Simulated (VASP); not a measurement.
Data:

```
CELL_PARAMETERS angstrom
      4.07481     0.00000     0.00000
     -2.03741     3.52889     0.00000
      0.00000     0.00000     4.64998
ATOMIC_POSITIONS crystal
  Co 0.33333 0.66667 0.93752
  Co 0.66667 0.33333 0.43752
  Al 0.33333 0.66667 0.43748
  Al 0.66667 0.33333 0.93748
```
Starting moments (μB, in the order of the record's atoms Co Co Al Al): 1.2 1.2 -0.1 -0.1.

These are r2SCAN meta-GGA, VASP's PBE PAW potentials (set 64) (plane waves; VASP) values and carry that method's errors. Numerical set-up: 400 eV cut-off, 10×10×8 Γ-centred mesh, tetrahedra with Blöchl corrections, potentials Co Al.

Task: Tabulate the total density of states (states/eV per cell) against energy (eV; zero at the valence-band maximum or, without a gap, the Fermi level).

Result: 
| E (eV) | DOS (states/eV) |
|---|---|
| -9.94 | 0.00 |
| -9.63 | 0.00 |
| -9.20 | 0.00 |
| -8.89 | 0.11 |
| -8.57 | 0.29 |
| -8.25 | 0.40 |
| -7.83 | 0.53 |
| -7.51 | 0.63 |
| -7.19 | 0.76 |
| -6.88 | 0.93 |
| -6.45 | 0.92 |
| -6.13 | 0.75 |
| -5.82 | 0.66 |
| -5.50 | 0.91 |
| -5.08 | 1.53 |
| -4.76 | 1.93 |
| -4.44 | 0.90 |
| -4.12 | 0.72 |
| -3.70 | 1.57 |
| -3.38 | 2.38 |
| -3.07 | 5.60 |
| -2.75 | 4.47 |
| -2.33 | 8.20 |
| -2.01 | 9.11 |
| -1.69 | 13.8 |
| -1.37 | 4.89 |
| -0.95 | 3.28 |
| -0.63 | 4.44 |
| -0.32 | 3.62 |
| 0.00 | 4.47 |
| 0.42 | 2.09 |
| 0.74 | 2.23 |
| 1.06 | 2.40 |
| 1.38 | 1.85 |
| 1.80 | 1.68 |
| 2.12 | 1.85 |
| 2.44 | 1.81 |
| 2.75 | 1.31 |
| 3.18 | 1.44 |
| 3.49 | 1.50 |
Within 2 eV below the Fermi level the largest weight inside VASP's projection spheres is Co d.

The structure was generated: CoAl was put into the wurtzite type (P6_3mc), which need not be its known phase. It was relaxed first, which changed the volume by -28 %. The relaxed cell has space group P6_3/mmc.
